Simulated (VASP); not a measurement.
Output of a VASP run:

OSZICAR:
```
       N       E                     dE             d eps       ncg     rms          rms(c)
DAV:   1     0.962612538101E+02    0.96261E+02   -0.78515E+03   520   0.102E+03
DAV:   2    -0.393047519874E+01   -0.10019E+03   -0.96869E+02   620   0.280E+02
DAV:   3    -0.789135282810E+01   -0.39609E+01   -0.39523E+01   600   0.587E+01
DAV:   4    -0.791970088507E+01   -0.28348E-01   -0.28345E-01   600   0.483E+00
DAV:   5    -0.792009041949E+01   -0.38953E-03   -0.38953E-03   595   0.545E-01    0.913E+00
DAV:   6    -0.743680001391E+01    0.48329E+00   -0.97267E-01   767   0.146E+01    0.700E+00
DAV:   7    -0.740954091957E+01    0.27259E-01   -0.18038E-01   530   0.356E+00    0.323E+00
DAV:   8    -0.740452449003E+01    0.50164E-02   -0.21222E-02   570   0.222E+00    0.274E-01
DAV:   9    -0.740404090919E+01    0.48358E-03   -0.29938E-03   595   0.971E-01    0.677E-02
DAV:  10    -0.740402229412E+01    0.18615E-04   -0.23429E-04   575   0.214E-01    0.618E-02
DAV:  11    -0.740403141194E+01   -0.91178E-05   -0.39127E-05   550   0.757E-02    0.327E-02
DAV:  12    -0.740402822898E+01    0.31830E-05   -0.25625E-05   700   0.732E-02    0.646E-03
DAV:  13    -0.740402806164E+01    0.16734E-06   -0.17352E-06   401   0.144E-02
   1 F= -.74040281E+01 E0= -.74040281E+01  d E =-.740403E+01
       N       E                     dE             d eps       ncg     rms          rms(c)
DAV:   1    -0.740470020039E+01   -0.67197E-03   -0.13283E-02   560   0.165E+00    0.194E-01
DAV:   2    -0.740410274245E+01    0.59746E-03   -0.15486E-03   580   0.674E-01    0.721E-02
DAV:   3    -0.740404810615E+01    0.54636E-04   -0.15944E-04   565   0.155E-01    0.600E-02
DAV:   4    -0.740404194746E+01    0.61587E-05   -0.91576E-06   530   0.355E-02    0.114E-02
DAV:   5    -0.740404132349E+01    0.62397E-06   -0.18626E-06   425   0.242E-02
   2 F= -.74040413E+01 E0= -.74040413E+01  d E =-.132618E-04
```

File OUTCAR:
```
------------------------ aborting loop because EDIFF is reached ----------------------------------------
  FORCE on cell =-STRESS in cart. coord.  units (eV):
  Direction    XX          YY          ZZ          XY          YZ          ZX
  --------------------------------------------------------------------------------------
  Total        0.0176787      0.0176787      0.0176787     -0.0000000     -0.0000000     -0.0000000
  in kB        0.5932040      0.5932040      0.5932040     -0.0000000     -0.0000000     -0.0000000
  external PRESSURE =       0.5932040 kB  Pullay stress =       0.0000000 kB
  volume of cell :       47.75
      direct lattice vectors                 reciprocal lattice vectors
     0.000000000  2.879446770  2.879446770    -0.173644467  0.173644467  0.173644467
     2.879446770  0.000000000  2.879446770     0.173644467 -0.173644467  0.173644467
     2.879446770  2.879446770  0.000000000     0.173644467  0.173644467 -0.173644467
  FREE ENERGIE OF THE ION-ELECTRON SYSTEM (eV)
  ---------------------------------------------------
  free  energy   TOTEN  =        -7.4040413235 eV

  energy  without entropy=       -7.4040413235  energy(sigma->0) =       -7.40404132

 reached required accuracy - stopping structural energy minimisation
```
(Selected blocks of OUTCAR.)

### POSCAR
```
CdS
1
    0.0000000000     2.8813124051     2.8813124051
    2.8813124051     0.0000000000     2.8813124051
    2.8813124051     2.8813124051     0.0000000000
Cd S
1 1
Direct
  0.0000000000   0.0000000000   0.0000000000
  0.2500000000   0.2500000000   0.2500000000
```

Task: Reconstruct the remaining input files.

Result: Several could match; the one computed here: the input of the run itself, LDA (Ceperley-Alder, Perdew-Zunger), plane waves, VASP's LDA PAW potentials (set 64).

File KPOINTS:
```
Regular mesh
0
G
7 7 7
0 0 0
```

**INCAR**
```
SYSTEM  =  CdS
PREC  =  Accurate; ENCUT  =  400; LREAL  =  .FALSE.
LASPH  =  .TRUE.
EDIFF  =  1E-6; NELM  =  100; ALGO  =  Normal
LMAXMIX  =  4
ISMEAR  =  0; SIGMA  =  0.05
IBRION  =  2; NSW  =  60; ISIF  =  3
EDIFFG  =  -0.01
LWAVE  =  .FALSE.; LCHARG  =  .FALSE.
```

POTCAR, in this order: Cd S (LDA.64 set). Program: vasp_std.

The structure comes from a computed database's CdS entry (F-43m); how it stands against other phases isn't given here. This run relaxes it. Symmetry was kept, so distortions that lower it aren't found. The start is the result of an earlier pass.
